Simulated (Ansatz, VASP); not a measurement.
## Ni (Ni(100)) in two plane-wave programs

Aim: how closely do two programs agree when they are given the same cell, functional and k mesh? Of the first pair: The structure shown is the start of the Ansatz relaxation below; VASP solves that cell, so the two are compared at the walk's first step.

Calculated with Ansatz 0.2.0; plane waves, with VASP 6.6.1 beside it; single point at PBEsol and single point at PBE.

## 1. Starting point

The cell holds 8 atoms: 8 Ni. Its edges and angles: a = 2.449 Å, b = 2.449 Å, c = 28.121 Å, α = 90.0°, β = 90.0°, γ = 90.0°. Vacuum lies along c.

## 2. Ansatz: relaxation, PBEsol

Ansatz runs on its default PAW (the set named soft_2) files.

The two programs are compared at the cell with which this relaxation starts, whose forces are those of its first step.

The input, input.yaml:

```yaml
crystal:
  lattice:
    - [2.4489023705, 0.0, 0.0]
    - [0.0, 2.4489023705, 0.0]
    - [0.0, 0.0, 28.1214483083]
  atoms:
    - { symbol: Ni, position: [0.0, 0.0, 0.2844803693], spin: 0.7 }
    - { symbol: Ni, position: [0.5, 0.5, 0.3460574067], spin: 0.7 }
    - { symbol: Ni, position: [0.0, 0.0, 0.407634444], spin: 0.7 }
    - { symbol: Ni, position: [0.5, 0.5, 0.4692114814], spin: 0.7 }
    - { symbol: Ni, position: [0.0, 0.0, 0.5307885186], spin: 0.7 }
    - { symbol: Ni, position: [0.5, 0.5, 0.592365556], spin: 0.7 }
    - { symbol: Ni, position: [0.0, 0.0, 0.6539425933], spin: 0.7 }
    - { symbol: Ni, position: [0.5, 0.5, 0.7155196307], spin: 0.7 }
magnetization:
  spin_polarized: true
hamiltonian:
  xc: pbesol
kpoints:
  mp_grid: { grid: [14, 14, 1] }
scf:
  occupations: { method: methfessel_paxton, width: 0.1 }
  convergence: { dr2_threshold: 1.0e-09 }
efield:
  axis: 3
  dipole_correction: true
relax:
  f_tol: 0.01
  max_steps: 40
  constraints: [{ sites: [3, 4] }]
output:
  write_potential: true
  write_density: true
  volumetric_format: npy
```

Started as:

```
$ ansatz run input.yaml --threads 4 --pin off --max-ram 8192MiB --backend cpu --events-out ev --progress --plain --runs-dir out
```

Numbers of over 12 decimals in the logs are rounded to 6 here.

The program printed:

```text
Engine: ansatz 0.2.0, aarch64-unknown-linux-gnu
Pseudopotentials: kind: paw
Pseudopotential: Ni, paw, valence charge 18, recommended cutoff 420 eV (normal), Ni.paw.azcp
Functional definition: PBEsol
  exchange = pbesol_x
  correlation = pbesol_c
Crystal: 8 atoms, lattice volume = 168.648 Å³
Basis set: ecut = 420 eV, 3197 PW (Γ), exchange–correlation on 36×36×384 points (8 copies of the dense FFT grid, shifted against one another)
Bands: 90, of which v1, the nominal top of the filled ones, is band 72 counted from 1 (71 counted from 0)
Symmetry: 8 space group operations
k-points: 36 of 196
Non-local potential: Ni, projectors of the file, l = 0: 3, l = 1: 2, l = 2: 3, l = 3: 1
PAW form: soft (Blöchl's): semilocal exchange-correlation on the pseudo side does not see the compensation charge
PAW frozen core: Ni, regenerated for the run's functional, and the local potential with it (the file was generated under x = pbe(κ = 0.804, μ = 0.219515), c = pbe(β = 0.066725))
PAW one-centre angular grid: Ni, 590 points (default); XC on 64 Gauss nodes
Initial density: superposition of atomic densities (neutral atoms: chi_scale 0, normalization atom)
Starting moments: Σ|m| = 5.6 μB on 8 of 8 sites
Initial wavefunctions: pseudopotential atomic-orbital guess
Functional: x = pbesol(κ = 0.804, μ = 0.123457), c = pbesol(β = 0.046)
SCF iter   1: F=—  HF=-46431.291041 eV  |F-HF|=—  |Δ(HF+E_count)|=         —  Δρ=5.14e-2 (↑1.85e-2 ↓5.14e-2)  dr2=9.37e0  dr2_m=6.13e-1  M=6.069 μB ∫|m|=6.316 μB  β_m=1.00  ethr=3.10e-3  p=0.000 e·Å  D=1.67e-13 V/Å  ΔV_dip=-0.00 eV  dr2_dipole=1.18e-9  V_vac-E_F(+/−)=7.37/7.37 eV  ⟨swp⟩=8.5  Hψ=29866  notcnv=0  defer=190
Mixer restart at iter 1: flushing history
efield: sawtooth ramp at fractional position 0.9500 (placed from the atoms, in the widest stretch of the axis that holds none; the zero of the levels goes with the place), width 0.1000; the density the first Hamiltonian is built on has a dipole p = 0.000 e·Å; the dipole correction subtracts the counter field D = 1.67e-13 V/Å, which shifts the + side's vacuum level by -0.00 eV against the − side's; the planar-averaged density in the ramp window peaks in size at 3.2e-6 e/Å³
preconditioner: auto → LDOS  [metal: Δε(μ)=0.004 eV  Ē_g=7.854 eV  σ=0.100 eV  W_gap=0.02  n_scr=50 (ndim 8)  ℏωp=25.6 eV  f_vac=0.464  D(μ)=14.77/eV (n_scr^D=202)]
spin=Collinear: LDOS preconditioning applied to the charge; magnetization (m = ρ↑ − ρ↓) channel mixes plain (no charge-response kernel on spin).
SCF iter   2: F=—  HF=-46430.574180 eV  |F-HF|=—  |Δ(HF+E_count)|=   7.17e-1  Δρ=1.70e-2 (↑1.70e-2 ↓1.48e-2)  dr2=1.15e0  dr2_m=7.64e-3  M=5.880 μB ∫|m|=6.387 μB  β_m=0.29  ethr=3.10e-3  p=0.000 e·Å  D=4.27e-4 V/Å  ΔV_dip=-0.01 eV  dr2_dipole=9.07e-4  V_vac-E_F(+/−)=6.44/6.45 eV  ⟨swp⟩=2.6  Hψ=11008  notcnv=0  defer=592
density mixer auto → msr1: a metal under ldos (density of states about μ 3.91 of a free-electron gas's, 50 screened modes)
SCF iter   3: F=—  HF=-46433.245889 eV  |F-HF|=—  |Δ(HF+E_count)|=    2.67e0  Δρ=7.80e-3 (↑7.80e-3 ↓6.35e-3)  dr2=2.43e-1  dr2_m=1.04e-2  M=5.859 μB ∫|m|=6.375 μB  β_m=0.47  ethr=8.01e-4  p=0.000 e·Å  D=6.93e-5 V/Å  ΔV_dip=-0.00 eV  dr2_dipole=1.46e-3  V_vac-E_F(+/−)=6.08/6.09 eV  ⟨swp⟩=2.7  Hψ=10815  notcnv=0  defer=599
SCF iter   4: F=—  HF=-46436.785595 eV  |F-HF|=—  |Δ(HF+E_count)|=         —  Δρ=9.44e-3 (↑4.91e-3 ↓9.44e-3)  dr2=1.97e-1  dr2_m=1.58e-2  M=5.560 μB ∫|m|=6.192 μB  β_m=0.47  ethr=1.68e-4  p=-0.000 e·Å  D=-1.82e-4 V/Å  ΔV_dip=0.01 eV  dr2_dipole=1.38e-3  V_vac-E_F(+/−)=5.49/5.48 eV  ⟨swp⟩=2.7  Hψ=13450  notcnv=0  defer=605
SCF iter   5: F=—  HF=-46437.463274 eV  |F-HF|=—  |Δ(HF+E_count)|=   6.78e-1  Δρ=8.49e-3 (↑2.70e-3 ↓8.49e-3)  dr2=1.08e-1  dr2_m=2.41e-2  M=5.326 μB ∫|m|=5.977 μB  β_m=0.64  ethr=1.37e-4  p=-0.000 e·Å  D=-1.24e-4 V/Å  ΔV_dip=0.00 eV  dr2_dipole=2.55e-4  V_vac-E_F(+/−)=5.36/5.36 eV  ⟨swp⟩=2.0  Hψ=10016  notcnv=0  defer=613
SCF iter   6: F=—  HF=-46437.781367 eV  |F-HF|=—  |Δ(HF+E_count)|=   3.18e-1  Δρ=5.18e-3 (↑3.22e-3 ↓5.18e-3)  dr2=6.60e-2  dr2_m=2.46e-3  M=5.142 μB ∫|m|=5.806 μB  β_m=0.67  ethr=7.50e-5  p=-0.000 e·Å  D=-3.88e-4 V/Å  ΔV_dip=0.01 eV  dr2_dipole=1.24e-4  V_vac-E_F(+/−)=5.20/5.19 eV  ⟨swp⟩=2.1  Hψ=10519  notcnv=0  defer=632
SCF iter   7: F=—  HF=-46437.809179 eV  |F-HF|=—  |Δ(HF+E_count)|=   2.78e-2  Δρ=3.80e-3 (↑3.00e-3 ↓3.80e-3)  dr2=4.97e-2  dr2_m=7.43e-4  M=5.058 μB ∫|m|=5.729 μB  β_m=0.52  ethr=4.58e-5  p=0.000 e·Å  D=5.24e-4 V/Å  ΔV_dip=-0.01 eV  dr2_dipole=2.57e-4  V_vac-E_F(+/−)=5.12/5.13 eV  ⟨swp⟩=2.3  Hψ=12189  notcnv=0  defer=640
SCF iter   8: F=—  HF=-46437.795515 eV  |F-HF|=—  |Δ(HF+E_count)|=   1.37e-2  Δρ=5.17e-4 (↑4.90e-4 ↓5.17e-4)  dr2=1.67e-3  dr2_m=1.76e-4  M=5.075 μB ∫|m|=5.750 μB  β_m=0.68  ethr=3.45e-5  p=0.000 e·Å  D=5.15e-5 V/Å  ΔV_dip=-0.00 eV  dr2_dipole=9.95e-6  V_vac-E_F(+/−)=5.10/5.10 eV  ⟨swp⟩=2.0  Hψ=10175  notcnv=0  defer=644
[...]
WARN: The output density's exchange-correlation potential varies sharply where the density is thin. Do not read a vacuum level from v_tot or v_xc, or from such a field of the output density. On a cell that repeats whose density bears no net charge and no dipole along the vacuum's axis use v_es (v_loc + v_h of the components); under efield.dipole_correction with no amplitude use v_es + v_field, which holds any externa [...]
SCF converged after 15 iterations
Stability not checked: this state was not tested for a lower state beside it, because cold or Methfessel-Paxton smearing, or corrected tetrahedra, fill the levels in a way that the test cannot read (fill_not_monotonic; see scf.lower_state_search)
Magnetization: 5.0680 μB (74.5340 up, 69.4660 down)
Absolute magnetization: 5.7576 μB (∫|ρ↑−ρ↓|, with the PAW one-centre terms)
Spin contamination: 0.0575 ħ² per cell (⟨S²⟩ above its minimum at these occupations)
Per-site moments (μB) at R_I (Å): [(0.739101, 0.991695), (0.663533, 0.991695), (0.650219, 1.009908), (0.631406, 1.009908), (0.631406, 1.009908), (0.650219, 1.009908), (0.663532, 0.991695), (0.739099, 0.991695)]
Free energy (F): -46437.786451 eV
Harris-Foulkes:  -46437.786451 eV  (|F-HF|=6.89e-9)
Internal energy: -46437.789562 eV  (E = F + TS)
E sigma→0 (E₀):  -46437.787229 eV
Entropy (-TS):   0.003112 eV (0.389 meV/atom)
Fermi energy:    6.885439 eV
Dipole field:    D = -0.000012 V/Å  (p = -0.000011 e·Å, saw-weighted, corrected)
Work function:   Φ+ = 5.0690 eV   Φ− = 5.0687 eV
Levels:          The Fermi level and band energies are counted from a zero that moves with the ramp; work functions are not
--- Per-component energies (eV) ---
  E_band       = -3890.864722
  E_kinetic    = 2263.503258
  E_local      = -411903.729826  (includes V_loc(G=0)·N_el)
  E_nonlocal   = 5094.707749
  E_hartree    = 202858.031299
  E_xc         = -675.270861
  E_vxc        = -873.856079  (∫ρ·V_xc dr)
  E_paw        = -12759.760688  (= ΣΔE_a)
  E_vpaw       = -4187.549877  (= ΣTr[D̂ρ^β])
  E_aug_tail   = 0.003974  (compensation charges beyond the density's cutoff)
  E_efield     = 0.000000  (sawtooth field / dipole correction)
  E_vefield    = 0.000000  (∫n·V_field dr)
  E_ewald      = 168683.147222
  E_core_change = 1.578311  (= ΣΔE_core)
  E_smearing   = 0.003112  (= −TS)
  E_closure    = 0.000000  (closes the sum)
  Σ components = -46437.786451   (vs F -46437.786451, Δ=0.00e0)
--- Forces (eV/Å), atoms counted from 1 ---
  atom   1  Ni     0.00000000     0.00000000     0.00001447
  atom   2  Ni    -0.00000000     0.00000000    -0.00012226
  atom   3  Ni    -0.00000000     0.00000000    -0.00004845
  atom   4  Ni     0.00000000     0.00000000     0.00052476
  atom   5  Ni    -0.00000000    -0.00000000    -0.00052659
  atom   6  Ni     0.00000000    -0.00000000     0.00004882
  atom   7  Ni     0.00000000    -0.00000000     0.00012413
  atom   8  Ni    -0.00000000     0.00000000    -0.00001145
  max |Σ_I F_I| component: 3.43e-6 eV/Å
--- Band table (eV; the first three rows and the last of 72) ---
  k-point 0 ↑: bands = [... 68 lower, 5.9981, 5.9981, 6.1013, 6.2400, 6.2660, 6.2660, 6.3139, 6.3488, ... 14 higher]
  k-point 1 ↑: bands = [... 68 lower, 5.9271, 5.9467, 6.1303, 6.1424, 6.1652, 6.2257, 6.2809, 6.2838, ... 14 higher]
  k-point 2 ↑: bands = [... 68 lower, 5.8537, 5.8799, 5.9401, 6.0856, 6.1158, 6.2113, 6.3168, 6.3898, ... 14 higher]
  k-point 35 ↓: bands = [... 68 lower, 7.2907, 7.2907, 7.5731, 7.5731, 9.6960, 9.6960, 10.8296, 10.8296, ... 14 higher]
--- Relaxed structure (4 steps of the walk, 4 accepted, 0 SCFs on fresh bases) ---
  F+E_penalty+E_count = -46437.78645060 eV   max|allowed force component| = 1.241e-4 eV/Å
  atoms:
    - { symbol: Ni, position: [4.4042801151111975e-18, 0, 0.286454] }
    - { symbol: Ni, position: [0.5, 0.5, 0.345757] }
    - { symbol: Ni, position: [0, 0.0, 0.407667] }
    - { symbol: Ni, position: [0.5, 0.5, 0.469211] }
    - { symbol: Ni, position: [0.0, 0.0, 0.5307885186] }
    - { symbol: Ni, position: [0.5, 0.5, 0.592333] }
    - { symbol: Ni, position: [6.691609632498476e-19, 0.0, 0.654243] }
    - { symbol: Ni, position: [0.5, 0.5, 0.713546] }
```

[end of part 1 of 3]

[Lines on the potential files, build, host, timing and source positions are cut from VASP's logs without a mark.]

[Logs are printed without paths, hosts, clocks, repeated set-up lines and the standing remarks that a program may print on its own settings, such as how far it seeks lower states.]

[Hosts, paths, dates, database ids (printed as entryN), source tags and the programs' standing remarks are cut or masked in the printed files.]
